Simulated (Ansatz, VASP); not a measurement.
# SnO2 (Cassiterite) in two plane-wave programs, part 2 of 2

One calculation is typed for both programs; each brings its own data sets. How far apart do they land? The cell is taken from a series of runs on this material, whose earlier steps may have relaxed, scaled, displaced or heated it; both programs get it as it stands.

VASP 6.6.1 and Ansatz 0.2.0.

So far: The structure; VASP: dielectric response, PBE.

## (3) Ansatz: dielectric response, PBE

Level of this step: Ansatz beside VASP: Kohn-Sham DFT, plane waves, PBE (Ansatz).

Ansatz runs on its default PAW (the set named soft_2) files.

The same cell, functional and mesh now go to Ansatz, which takes its cutoff from its data sets.

Input file input.yaml:

```yaml
crystal:
  lattice:
    - [4.738, 0.0, 0.0]
    - [0.0, 4.738, 0.0]
    - [0.0, 0.0, 3.1865]
  atoms:
    - { symbol: Sn, position: [0.0, 0.0, 0.0] }
    - { symbol: Sn, position: [0.5, 0.5, 0.5] }
    - { symbol: O, position: [0.3071, 0.3071, 0.0] }
    - { symbol: O, position: [0.1929, 0.8071, 0.5] }
    - { symbol: O, position: [0.6929, 0.6929, 0.0] }
    - { symbol: O, position: [0.8071, 0.1929, 0.5] }
kpoints:
  mp_grid: { grid: [6, 6, 6] }
hamiltonian:
  xc: pbe
scf:
  occupations: { method: fixed }
dielectric: {}
```

Command:

```bash
$ ansatz run input.yaml --threads 8 --pin off --max-ram 14745MiB --backend cpu --events-out ev --progress --plain --runs-dir out
```

Numbers of over 12 decimals in the logs are rounded to 6 here.

What it wrote:

```text
Engine: ansatz 0.2.0, aarch64-unknown-linux-gnu
Pseudopotentials: kind: paw
Pseudopotential: Sn, paw, valence charge 14, recommended cutoff 420 eV (normal), Sn.paw.azcp
Pseudopotential: O, paw, valence charge 6, recommended cutoff 420 eV (normal), O.paw.azcp
Functional definition: PBE
  parameter kappa = 0.804
  parameter beta = 0.066725
  exchange = pbe_x(kappa = kappa, mu = beta*pi^2/3)
  correlation = pbe_c(beta = beta)
Crystal: 6 atoms, lattice volume = 71.533 Å³
Basis set: ecut = 420 eV, 1411 PW (Γ), exchange–correlation on 64×64×48 points (8 copies of the dense FFT grid, shifted against one another)
Bands: 32, of which v1, the nominal top of the filled ones, is band 26 counted from 1 (25 counted from 0)
Symmetry: 16 space group operations
k-points: 80 of 216 (irreducible under 2 space group operations, time reversal used)
Non-local potential: Sn, projectors of the file, l = 0: 2, l = 1: 2, l = 2: 2, l = 3: 2
Non-local potential: O, projectors of the file, l = 0: 2, l = 1: 2, l = 2: 1
PAW form: soft (Blöchl's): semilocal exchange-correlation on the pseudo side does not see the compensation charge
PAW one-centre angular grid: Sn, 590 points (default); XC on 64 Gauss nodes
PAW one-centre angular grid: O, 110 points (default); XC on 64 Gauss nodes
Initial density: superposition of atomic densities (neutral atoms: chi_scale 0, normalization atom), corrected by the library's trained network
Initial wavefunctions: pseudopotential atomic-orbital guess
Functional: x = pbe(κ = 0.804, μ = 0.219515), c = pbe(β = 0.066725)
SCF iter   1: F=—  HF=-14317.836331 eV  |F-HF|=—  |Δ(HF+E_count)|=         —  Δρ=1.09e-3  dr2=2.66e-4  ethr=1.77e-3  ⟨swp⟩=4.5  Hψ=9621  notcnv=0  defer=320
preconditioner: auto → Resta (q_TF=auto, 2.587 Å⁻¹)  ε∞=3.6  [insulator: Δε(μ)=1.283 eV  Ē_g=19.758 eV  n_scr=18 (ndim 8)  ℏωp=31.7 eV  f_vac=0.027  ε∞_Penn≈3.6]
SCF iter   2: F=—  HF=-14317.838553 eV  |F-HF|=—  |Δ(HF+E_count)|=   2.22e-3  Δρ=5.83e-4  dr2=7.39e-5  ethr=5.11e-7  ⟨swp⟩=2.9  Hψ=5824  notcnv=0  defer=320
SCF iter   3: F=—  HF=-14317.838863 eV  |F-HF|=—  |Δ(HF+E_count)|=   3.10e-4  Δρ=1.93e-4  dr2=1.95e-5  ethr=1.42e-7  ⟨swp⟩=3.0  Hψ=4469  notcnv=0  defer=320
SCF iter   4: F=—  HF=-14317.838871 eV  |F-HF|=—  |Δ(HF+E_count)|=   7.07e-6  Δρ=4.67e-5  dr2=8.66e-7  ethr=3.75e-8  ⟨swp⟩=2.0  Hψ=3370  notcnv=0  defer=162
SCF iter   5: F=—  HF=-14317.838873 eV  |F-HF|=—  |Δ(HF+E_count)|=   2.51e-6  Δρ=1.81e-5  dr2=1.15e-7  ethr=1.67e-9  ⟨swp⟩=2.0  Hψ=4077  notcnv=0  defer=141
SCF iter   6: F=—  HF=-14317.838873 eV  |F-HF|=—  |Δ(HF+E_count)|=   3.39e-7  Δρ=3.63e-6  dr2=4.78e-9  ethr=2.20e-10  ⟨swp⟩=2.0  Hψ=3698  notcnv=0  defer=141
SCF iter   7: F=—  HF=-14317.838873 eV  |F-HF|=—  |Δ(HF+E_count)|=   1.13e-8  Δρ=1.14e-6  dr2=5.21e-10  ethr=9.20e-12  ⟨swp⟩=2.1  Hψ=3778  notcnv=0  defer=141
SCF iter   8: F=-14317.838873 eV  HF=-14317.838873 eV  |F-HF|=1.82e-11  |Δ(HF+E_count)|=  2.84e-10  Δρ=2.66e-7  dr2=3.67e-11  ethr=1.00e-12  ⟨swp⟩=8.6  Hψ=9702  notcnv=0
SCF 1 converged in 8 iterations: F = -14317.838873 eV  dr2 = 3.67e-11
  greatest PAW one-centre occupation: 0.996 electrons in one spin orbital (limit 2), on the Sn atom at site 1 (counted from 0), in its partial waves of l = 2
DFPT response loops at Γ: preconditioner auto → Resta (q_TF=auto, 2.587 Å⁻¹)  ε∞=6.8 (no band partly filled); β = 1.00, the filter's whole step (`scf.mixing.beta` (0.50) is not read by the response loops at its default; to damp them type it under 1.00, their step now; it binds the ground state too); Broyden in place of MSR1
── the response to a field inside a basis, on 8×8×12 k-points: an SCF that follows is theirs, and a resumed run solves both again ──
Bands: 27, of which v1, the nominal top of the filled ones, is band 26 counted from 1 (25 counted from 0)
k-points: 60 of 768
Initial density: handed on by an earlier stage of this run
Initial wavefunctions: pseudopotential atomic-orbital guess (no wavefunctions were taken with the density)
Eigensolver: Dense (60 Hₖ)
SCF iter   1: F=—  HF=-14317.803923 eV  |F-HF|=—  |Δ(HF+E_count)|=         —  Δρ=4.57e-4  dr2=3.15e-5  ethr=1.00e-1
preconditioner: auto → Resta (q_TF=auto, 2.587 Å⁻¹)  ε∞=4.7  [insulator: Δε(μ)=1.677 eV  Ē_g=16.440 eV  n_scr=18 (ndim 8)  ℏωp=31.7 eV  f_vac=0.027  ε∞_Penn≈4.7]
SCF iter   2: F=—  HF=-14317.803928 eV  |F-HF|=—  |Δ(HF+E_count)|=   5.02e-6  Δρ=1.92e-4  dr2=7.33e-6  ethr=6.06e-8
SCF iter   3: F=—  HF=-14317.803932 eV  |F-HF|=—  |Δ(HF+E_count)|=   3.93e-6  Δρ=6.85e-5  dr2=7.46e-7  ethr=1.41e-8
SCF iter   4: F=-14317.803932 eV  HF=-14317.803932 eV  |F-HF|=1.62e-9  |Δ(HF+E_count)|=   4.20e-7  Δρ=5.66e-6  dr2=2.36e-8  ethr=1.44e-9
SCF 1 converged in 4 iterations: F = -14317.803932 eV  dr2 = 2.36e-8
  greatest PAW one-centre occupation: 0.996 electrons in one spin orbital (limit 2), on the Sn atom at site 0 (counted from 0), in its partial waves of l = 2
DFPT response loops at Γ: preconditioner auto → Resta (q_TF=auto, 2.587 Å⁻¹)  ε∞=6.0 (no band partly filled); β = 1.00, the filter's whole step (`scf.mixing.beta` (0.50) is not read by the response loops at its default; to damp them type it under 1.00, their step now; it binds the ground state too); Broyden in place of MSR1
SCF converged after 8 iterations
Free energy (F): -14317.838873 eV
Harris-Foulkes:  -14317.838873 eV  (|F-HF|=1.82e-11)
Internal energy: -14317.838873 eV  (E = F + TS)
E sigma→0 (E₀):  -14317.838873 eV
Fermi energy:    9.526735 eV
--- Per-component energies (eV) ---
  E_band       = -114.468500
  E_kinetic    = 1085.326134
  E_local      = -2860.962860  (includes V_loc(G=0)·N_el)
  E_nonlocal   = 134.897106
  E_hartree    = 1491.157277
  E_xc         = -1054.968545
  E_vxc        = -564.083154  (∫ρ·V_xc dr)
  E_paw        = -8930.446221  (= ΣΔE_a)
  E_vpaw       = -891.970440  (= ΣTr[D̂ρ^β])
  E_aug_tail   = 0.010016  (compensation charges beyond the density's cutoff)
  E_ewald      = -4182.851779
  E_smearing   = -0.000000  (= −TS)
  E_closure    = 0.000000  (closes the sum)
  Σ components = -14317.838873   (vs F -14317.838873, Δ=0.00e0)
--- Band table (eV; the first three rows and the last of 80) ---
  k-point 0: bands = [... 22 lower, 8.3044, 8.7528, 8.7528, 9.5267, 10.8087, 15.6950, 15.8965, 15.8965, ... 2 higher]
  k-point 1: bands = [... 22 lower, 7.3868, 8.7736, 8.7736, 9.2970, 12.3009, 16.1970, 16.9812, 16.9812, ... 2 higher]
  k-point 2: bands = [... 22 lower, 7.1211, 8.5387, 8.5387, 8.6794, 14.3614, 16.4988, 18.4074, 18.9673, ... 2 higher]
  k-point 79: bands = [... 22 lower, 8.5577, 8.5577, 8.6923, 8.6923, 14.4668, 14.4668, 18.4241, 18.4241, ... 2 higher]
--- Dielectric response (ions clamped): 3 representative field directions + reference, inside a basis on a mesh of 768 k-points (Σ response iterations 18) ---
  ε∞ (high-frequency dielectric tensor):
        4.336023     0.000000     0.000000
        0.000000     4.336023     0.000000
        0.000000     0.000000     4.674934
  Born effective charges Z* (e; rows j = field, columns β = displacement):
    site 0:
         4.12680    0.46827    0.00000
         0.46827    4.12680    0.00000
         0.00000    0.00000    4.53926
    site 1:
         4.12680   -0.46827    0.00000
        -0.46827    4.12680    0.00000
         0.00000    0.00000    4.53926
    site 2:
        -2.06340   -0.73126   -0.00000
        -0.73126   -2.06340   -0.00000
        -0.00000   -0.00000   -2.26963
    site 3:
        -2.06340    0.73126   -0.00000
         0.73126   -2.06340   -0.00000
        -0.00000   -0.00000   -2.26963
    site 4:
        -2.06340   -0.73126   -0.00000
        -0.73126   -2.06340   -0.00000
        -0.00000   -0.00000   -2.26963
    site 5:
        -2.06340    0.73126   -0.00000
         0.73126   -2.06340   -0.00000
        -0.00000   -0.00000   -2.26963
  Z* charge neutrality: 6.938e-3 e pre-enforcement
  solved inside a basis spanned on kpoints, on 8×8×12 k-points, its susceptibility summed on 10×10×14: ε∞ is read to err by 1.4e-2, Z* by 2.0e-2 e (field_mesh: kpoints solves on kpoints); Z* is corrected for what the basis lacks
```

Reading the cycles: dr2 is the Hartree energy of the density residual (eV), the measure of convergence; HF is the Harris–Foulkes estimate of the energy, which meets the free energy F at convergence.

## (4) Side by side

Known differences besides the potentials themselves: fixed occupations in Ansatz, narrow Gaussian smearing in VASP; VASP's response is taken on the typed mesh, Ansatz refines its own for the field response alone; the cutoff is 420 eV in Ansatz and 520 eV in VASP; VASP's log repeats an internal error in its field response. Total energies have different zeros and are not compared.

The two programs side by side:

| quantity | Ansatz | VASP | difference |
| --- | --- | --- | --- |
| ε∞ xx | 4.34 | 4.29 | +1.19 % |
| ε∞ yy | 4.34 | 4.29 | +1.19 % |
| ε∞ zz | 4.67 | 4.59 | +1.75 % |

## (5) What came out

| Quantity | Value |
| --- | --- |
| difference in ε∞ zz (dielectric response, PBE) | 1.7 % |

The difference in ε∞ zz is 1.7 % (dielectric response, PBE), within the 5 % picked in this series as the mark of a large difference. How closely two codes agree says nothing of how well the functional describes the real material.

[Lines on the potential files, build, host, timing and source positions are cut from VASP's logs without a mark.]

[Logs are printed without paths, hosts, clocks, repeated set-up lines and the standing remarks that a program may print on its own settings, such as how far it seeks lower states.]

[Hosts, paths, dates, database ids (printed as entryN), source tags and the programs' standing remarks are cut or masked in the printed files.]
